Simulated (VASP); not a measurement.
# Quasi-harmonic expansion of Cu (Copper) (Fm-3m), part 2 of 6

Wanted: volume, bulk modulus and heat capacity of Cu (Copper) against temperature. The start is a cell from a database of measured crystal structures.

VASP 6.6.1; PBEsol; plane waves and PAW (Cu).

So far. Step 3 (Second relaxation): Little changed from the start: no atom moved by 0.005 Å and no cell edge by 0.1 %.

**4. Static energy at fixed volume, volume scale 1**

Each volume needs its static energy, with shape and atoms relaxed at that volume.

INCAR reads:

```
SYSTEM = Cu
PREC = Accurate
ENCUT = 400
EDIFF = 1E-08
NELM = 100
ISMEAR = 1
SIGMA = 0.15
LREAL = .FALSE.
ALGO = Normal
GGA = PS
NBANDS = 11
LASPH = .TRUE.
LORBIT = 11
LWAVE = .FALSE.
LCHARG = .FALSE.
KPAR = 16
IBRION = 2
NSW = 30
ISIF = 4
EDIFFG = -0.002
```

POSCAR reads:

```
Cu
1.0
    0.0000000000      1.7820127308      1.7820127308
    1.7820127308      0.0000000000      1.7820127308
    1.7820127308      1.7820127308      0.0000000000
Cu
1
Direct
    0.0000000000      0.0000000000      0.0000000000
```

KPOINTS reads:

```
Automatic mesh
0
Gamma
16 16 16
0 0 0
```

The projector-augmented-wave data sets are Cu (PBE family, release 64).

Run with:

```sh
mpirun -np 16 vasp_std
```

Output:

```text
[... set-up lines as in an earlier step ...]
 entering main loop
       N       E                     dE             d eps       ncg     rms          rms(c)
DAV:   1     0.350586301690E+02    0.35059E+02   -0.46996E+03  3482   0.139E+03
DAV:   2    -0.457789661592E+01   -0.39637E+02   -0.36927E+02  3268   0.184E+02
DAV:   3    -0.539929441485E+01   -0.82140E+00   -0.81871E+00  3642   0.337E+01
DAV:   4    -0.540423006935E+01   -0.49357E-02   -0.49352E-02  3531   0.225E+00
DAV:   5    -0.540428243207E+01   -0.52363E-04   -0.52362E-04  3669   0.233E-01    0.841E+00
DAV:   6    -0.473795333249E+01    0.66633E+00   -0.17699E+01  3690   0.848E+01    0.413E+00
DAV:   7    -0.432344474429E+01    0.41451E+00   -0.26644E+00  3676   0.327E+01    0.586E-01
DAV:   8    -0.431071349327E+01    0.12731E-01   -0.55282E-03  3651   0.120E+00    0.324E-01
DAV:   9    -0.430881090253E+01    0.19026E-02   -0.10760E-02  3736   0.188E+00    0.250E-02
DAV:  10    -0.430881684478E+01   -0.59422E-05   -0.40773E-05  4564   0.111E-01    0.616E-03
DAV:  11    -0.430881775997E+01   -0.91519E-06   -0.68976E-07  3821   0.164E-02    0.321E-04
DAV:  12    -0.430881776090E+01   -0.92905E-09   -0.85201E-09  2441   0.153E-03
   1 F= -.43088178E+01 E0= -.43088314E+01  d E =-.430882E+01
 curvature:   0.00 expect dE= 0.000E+00 dE for cont linesearch  0.000E+00
 trial: gam= 0.00000 g(F)=  0.118E-62 g(S)=  0.559E-34 ort = 0.000E+00 (trialstep = 0.100E+01)
 search vector abs. value=  0.100E-09
 reached required accuracy - stopping structural energy minimisation
```

The job ended after 1.4 s (16 MPI ranks of AMD EPYC 9R45, shared host; peak memory 1.4 GiB; 16 s of CPU time).

OUTCAR, selected parts (step 4):

```text
  LATTYP: Found a face centered cubic cell.
 ALAT       =     3.5640254616

The static configuration has the point symmetry O_h .

 Found    145 irreducible k-points:

   NELECT =      11.0000    total number of electrons

 E-fermi :   7.8955

 k-point     1 :       0.0000    0.0000    0.0000
  band No.  band energies     occupation
    ...
      2       4.7846      2.00000
      3       4.7846      2.00000
      4       4.7846      2.00000
      5       5.6733      2.00000
      6       5.6733      2.00000
      7      30.8619      0.00000
      8      33.8062      0.00000
      9      33.8062      0.00000
     10      33.8062      0.00000
     11      36.3254      0.00000

 k-point     2 :       0.0625    0.0000    0.0000
  band No.  band energies     occupation
    ...
      2       4.7518      2.00000
      3       4.8133      2.00000
      4       4.8133      2.00000
      5       5.6618      2.00000
      6       5.6618      2.00000
      7      30.0585      0.00000
      8      32.1975      0.00000
      9      33.3562      0.00000
     10      33.3563      0.00000
     11      36.9751      0.00000

  Total       -0.0034620     -0.0034620     -0.0034620      0.0000000      0.0000000      0.0000000
  in kB       -0.4900828     -0.4900828     -0.4900828      0.0000000      0.0000000      0.0000000
  external PRESSURE =      -0.4900828 kB  Pullay stress =       0.0000000 kB

  energy-cutoff  :      400.00
  volume of cell :       11.32
      direct lattice vectors                 reciprocal lattice vectors
     0.000000000  1.782012731  1.782012731    -0.280581609  0.280581609  0.280581609
     1.782012731  0.000000000  1.782012731     0.280581609 -0.280581609  0.280581609
     1.782012731  1.782012731  0.000000000     0.280581609  0.280581609 -0.280581609

 POSITION                                       TOTAL-FORCE (eV/Angst)
 -----------------------------------------------------------------------------------
      0.00000      0.00000      0.00000        -0.000000      0.000000      0.000000
 -----------------------------------------------------------------------------------
    total drift:                                0.000000     -0.000000      0.000000

  FREE ENERGIE OF THE ION-ELECTRON SYSTEM (eV)
  ---------------------------------------------------
  free  energy   TOTEN  =        -4.3088177609 eV

  energy  without entropy=       -4.3088588156  energy(sigma->0) =       -4.30883145

[... 8 parts as in an earlier step ...]

[... 5 further parts left out ...]
```

CONTCAR:

```
Cu
   1.00000000000000
     0.0000000000000000    1.7820127308000000    1.7820127308000000
     1.7820127308000000    0.0000000000000000    1.7820127308000000
     1.7820127308000000    1.7820127308000000    0.0000000000000000
  Cu
     1
Direct
     0.0000000000000000    0.0000000000000000    0.0000000000000000
```

Little changed from the start: no atom moved by 0.005 Å and no cell edge by 0.1 %.

This step gave:

- SCF cycles: 12
- pressure: -0.04901 GPa

**5. Force constants in the supercell, volume scale 1**

System of this step: Cu (Copper). The cell holds 64 atoms: 64 Cu. Its edges and angles: a = 10.081 Å, b = 10.081 Å, c = 10.081 Å, α = 60.0°, β = 60.0°, γ = 60.0°. It derives from Cu (Copper), repeated 4×4×4.

Small displacements in a supercell give the force constants. They are interpolated to a mesh of wave vectors without the zone centre, which gives the lowest and highest frequency on that mesh and the vibrational free energy at this volume. The dipole term, which lifts longitudinal modes in polar crystals, is left out.

INCAR reads:

```
SYSTEM = Cu
PREC = Accurate
ENCUT = 400
EDIFF = 1E-07
NELM = 100
ISMEAR = 1
SIGMA = 0.15
LREAL = Auto
ALGO = Normal
GGA = PS
LASPH = .TRUE.
LWAVE = .FALSE.
LCHARG = .FALSE.
KPAR = 16
IBRION = 6
NSW = 1
NFREE = 2
POTIM = 0.015
ISIF = 0
ADDGRID = .TRUE.
```

POSCAR reads:

```
Cu
1.0
    0.0000000000      7.1280509232      7.1280509232
    7.1280509232      0.0000000000      7.1280509232
    7.1280509232      7.1280509232      0.0000000000
Cu
64
Direct
    0.0000000000      0.0000000000      0.0000000000
    0.0000000000      0.0000000000      0.2500000000
    0.0000000000      0.0000000000      0.5000000000
    0.0000000000      0.0000000000      0.7500000000
    0.0000000000      0.2500000000      0.0000000000
    0.0000000000      0.2500000000      0.2500000000
    0.0000000000      0.2500000000      0.5000000000
    0.0000000000      0.2500000000      0.7500000000
    0.0000000000      0.5000000000      0.0000000000
    0.0000000000      0.5000000000      0.2500000000
    0.0000000000      0.5000000000      0.5000000000
    0.0000000000      0.5000000000      0.7500000000
    0.0000000000      0.7500000000      0.0000000000
    0.0000000000      0.7500000000      0.2500000000
    0.0000000000      0.7500000000      0.5000000000
    0.0000000000      0.7500000000      0.7500000000
    0.2500000000      0.0000000000      0.0000000000
    0.2500000000      0.0000000000      0.2500000000
    0.2500000000      0.0000000000      0.5000000000
    0.2500000000      0.0000000000      0.7500000000
    0.2500000000      0.2500000000      0.0000000000
    0.2500000000      0.2500000000      0.2500000000
    0.2500000000      0.2500000000      0.5000000000
    0.2500000000      0.2500000000      0.7500000000
    0.2500000000      0.5000000000      0.0000000000
    0.2500000000      0.5000000000      0.2500000000
    0.2500000000      0.5000000000      0.5000000000
    0.2500000000      0.5000000000      0.7500000000
    0.2500000000      0.7500000000      0.0000000000
    0.2500000000      0.7500000000      0.2500000000
    0.2500000000      0.7500000000      0.5000000000
    0.2500000000      0.7500000000      0.7500000000
    0.5000000000      0.0000000000      0.0000000000
    0.5000000000      0.0000000000      0.2500000000
    0.5000000000      0.0000000000      0.5000000000
    0.5000000000      0.0000000000      0.7500000000
    0.5000000000      0.2500000000      0.0000000000
    0.5000000000      0.2500000000      0.2500000000
    0.5000000000      0.2500000000      0.5000000000
    0.5000000000      0.2500000000      0.7500000000
    0.5000000000      0.5000000000      0.0000000000
    0.5000000000      0.5000000000      0.2500000000
    0.5000000000      0.5000000000      0.5000000000
    0.5000000000      0.5000000000      0.7500000000
    0.5000000000      0.7500000000      0.0000000000
    0.5000000000      0.7500000000      0.2500000000
    0.5000000000      0.7500000000      0.5000000000
    0.5000000000      0.7500000000      0.7500000000
    0.7500000000      0.0000000000      0.0000000000
    0.7500000000      0.0000000000      0.2500000000
    0.7500000000      0.0000000000      0.5000000000
    0.7500000000      0.0000000000      0.7500000000
    0.7500000000      0.2500000000      0.0000000000
    0.7500000000      0.2500000000      0.2500000000
    0.7500000000      0.2500000000      0.5000000000
    0.7500000000      0.2500000000      0.7500000000
    0.7500000000      0.5000000000      0.0000000000
    0.7500000000      0.5000000000      0.2500000000
    0.7500000000      0.5000000000      0.5000000000
    0.7500000000      0.5000000000      0.7500000000
    0.7500000000      0.7500000000      0.0000000000
    0.7500000000      0.7500000000      0.2500000000
    0.7500000000      0.7500000000      0.5000000000
    0.7500000000      0.7500000000      0.7500000000
```

KPOINTS reads:

```
Automatic mesh
0
Gamma
4 4 4
0 0 0
```

Run with:

```sh
mpirun -np 16 vasp_std
```

Output:

```text
[banner, memory and clock lines left out]
running   16 mpi-ranks, on    1 nodes
 distrk:  each k-point on    1 cores,   16 groups
 distr:  one band on    1 cores,    1 groups

 POSCAR found type information on POSCAR Cu
 POSCAR found :  1 types and      64 ions
 [... a notice as in an earlier step ...]

 [... a notice as in an earlier step ...]

 LDA part: xc-table for (Slater+PW92), standard interpolation
 POSCAR, INCAR and KPOINTS ok, starting setup
 FFT: planning ... GRIDC
 FFT: planning ... GRID_SOFT
 FFT: planning ... GRID
 WAVECAR not read
 entering main loop
       N       E                     dE             d eps       ncg     rms          rms(c)
DAV:   1     0.750125308601E+04    0.75013E+04   -0.22407E+05  6752   0.250E+03
DAV:   2     0.120551650265E+04   -0.62957E+04   -0.60863E+04  6752   0.598E+02
DAV:   3    -0.208158813540E+03   -0.14137E+04   -0.13170E+04  6752   0.291E+02
DAV:   4    -0.342226004104E+03   -0.13407E+03   -0.12459E+03  7088   0.119E+02
DAV:   5    -0.345806416656E+03   -0.35804E+01   -0.35601E+01  7440   0.239E+01    0.672E+01
DAV:   6    -0.299307474852E+03    0.46499E+02   -0.70601E+02  7432   0.140E+02    0.317E+01
DAV:   7    -0.276402231071E+03    0.22905E+02   -0.12229E+02  7608   0.576E+01    0.331E+00
DAV:   8    -0.276044655869E+03    0.35758E+00   -0.37668E+00  7792   0.672E+00    0.372E+00
DAV:   9    -0.275802757959E+03    0.24190E+00   -0.68750E-01  7168   0.436E+00    0.141E-01
DAV:  10    -0.275805336681E+03   -0.25787E-02   -0.38560E-02  7744   0.545E-01    0.665E-02
DAV:  11    -0.275805391533E+03   -0.54852E-04   -0.63933E-04  9016   0.609E-02    0.272E-02
DAV:  12    -0.275805420885E+03   -0.29352E-04   -0.43087E-05  9352   0.265E-02    0.815E-03
DAV:  13    -0.275805422559E+03   -0.16740E-05   -0.39257E-06  7736   0.937E-03    0.180E-03
DAV:  14    -0.275805421817E+03    0.74206E-06   -0.17345E-07  4896   0.119E-03    0.968E-04
DAV:  15    -0.275805421478E+03    0.33934E-06   -0.52953E-08  3680   0.112E-03    0.309E-05
DAV:  16    -0.275805421452E+03    0.25437E-07   -0.15451E-08  3648   0.271E-04
   1 F= -.27580542E+03 E0= -.27580630E+03  d E =0.262826E-02
 Found     1 degrees of freedom:
 Finite differences POTIM= 0.01500 DOF=   1
 bond charge predicted
       N       E                     dE             d eps       ncg     rms          rms(c)
DAV:   1    -0.275802584054E+03    0.28374E-02   -0.12726E+00 11240   0.180E+00    0.737E-02
DAV:   2    -0.275804706816E+03   -0.21228E-02   -0.22174E-02 16568   0.510E-01    0.924E-02
DAV:   3    -0.275804673616E+03    0.33200E-04   -0.64952E-04 11712   0.228E-01    0.662E-02
DAV:   4    -0.275804632102E+03    0.41514E-04   -0.10253E-04 12872   0.830E-02    0.554E-02
DAV:   5    -0.275804566639E+03    0.65463E-04   -0.20371E-04 19600   0.112E-01    0.265E-02
DAV:   6    -0.275804557882E+03    0.87566E-05   -0.34797E-05 12104   0.112E-01    0.110E-02
DAV:   7    -0.275804556475E+03    0.14072E-05   -0.11167E-05 14056   0.274E-02    0.480E-03
DAV:   8    -0.275804556431E+03    0.43990E-07   -0.33210E-06 12192   0.141E-02    0.313E-03
DAV:   9    -0.275804556348E+03    0.82960E-07   -0.10730E-06 13616   0.824E-03    0.120E-03
DAV:  10    -0.275804556304E+03    0.43990E-07   -0.13015E-07  6420   0.439E-03
   2 F= -.27580456E+03 E0= -.27580543E+03  d E =0.262923E-02
 Finite differences progress:
  Degree of freedom:   1/  1
  Displacement:        1/  2
  Total:               1/  2
 bond charge predicted
       N       E                     dE             d eps       ncg     rms          rms(c)
DAV:   1    -0.275797349076E+03    0.72073E-02   -0.44350E+00 11214   0.331E+00    0.153E-01
DAV:   2    -0.275805159046E+03   -0.78100E-02   -0.82315E-02 16656   0.101E+00    0.199E-01
DAV:   3    -0.275804991811E+03    0.16724E-03   -0.33231E-03 11674   0.541E-01    0.130E-01
DAV:   4    -0.275804806377E+03    0.18543E-03   -0.56826E-04 12560   0.158E-01    0.102E-01
DAV:   5    -0.275804595213E+03    0.21116E-03   -0.78631E-04 19856   0.260E-01    0.527E-02
DAV:   6    -0.275804558605E+03    0.36609E-04   -0.15740E-04 12216   0.233E-01    0.150E-02
DAV:   7    -0.275804557462E+03    0.11429E-05   -0.40760E-05 13920   0.379E-02    0.972E-03
DAV:   8    -0.275804556925E+03    0.53646E-06   -0.97468E-06 11816   0.296E-02    0.629E-03
DAV:   9    -0.275804556419E+03    0.50598E-06   -0.45116E-06 18936   0.156E-02    0.222E-03
DAV:  10    -0.275804556311E+03    0.10822E-06   -0.53507E-07 11578   0.788E-03    0.130E-03
DAV:  11    -0.275804556295E+03    0.15920E-07   -0.34959E-07  9398   0.638E-03
   3 F= -.27580456E+03 E0= -.27580543E+03  d E =0.262922E-02
 Finite differences progress:
  Degree of freedom:   1/  1
  Displacement:        2/  2
  Total:               2/  2
```

Wall time 21 min (16 MPI ranks); peak memory 51 GiB; 5.6 h of CPU time.

(Continued in part 3 of 6.)

[Lines on the potential files, build, host, timing and source positions are cut from VASP's logs without a mark.]

[Logs are printed without paths, hosts, clocks, repeated set-up lines and the standing remarks that a program may print on its own settings, such as how far it seeks lower states.]

[Hosts, paths, dates, database ids (printed as entryN), source tags and the programs' standing remarks are cut or masked in the printed files.]

[In band tables of VASP the shares of atoms and orbitals are scaled to a sum of 1 inside the atoms' spheres.]
